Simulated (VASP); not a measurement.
Band gaps of KI (rock salt) from VASP (PAW), without and with spin-orbit coupling. Semilocal levels are at their own relaxed cell, hybrids and mBJ at PBE's; 0.00 means no gap at that level. Unless said otherwise, spin-orbit coupling is left out, though it shifts the bands of the heavy elements here. mBJ is a potential without an energy functional, so only the levels count.

The cell of the LDA run:

KI has the cubic space group Fm-3m (No. 225), the rock salt structure, Pearson symbol cF8. Lattice parameters: a = b = c = 6.826 Å, α = β = γ = 90.00°. K on 4a sees 6 I at 3.413 Å (octahedral). I on 4b is coordinated by 6 K at 3.413 Å (octahedral). (Neighbours: up to the widest gap in distance over summed covalent radii, below 1.35, at either atom; cation-cation and far metal-metal contacts left out.)
(The calculation used a cell of 2 atoms; values per cell refer to that cell.)

```csv
level,gap without SOC (eV),gap with SOC (eV),shift (eV)
LDA,3.87,___,___
PBEsol,3.86,___,___
mBJ (TB09),5.83,5.53,-0.30
```

Some entries are withheld; supply them.

- PBEsol, gap with SOC (eV): 3.54
- PBEsol, shift (eV): -0.32
- LDA, gap with SOC (eV): 3.54
- LDA, shift (eV): -0.33

Only levels that ran to the end are used. Left out are those held back, those with too coarse a band path, GW runs whose mesh misses a band edge, hybrids' fits of cells that aren't cubic and levels without matching references; a question may draw on a part of the rest.

The compound is KI in the rock salt structure.
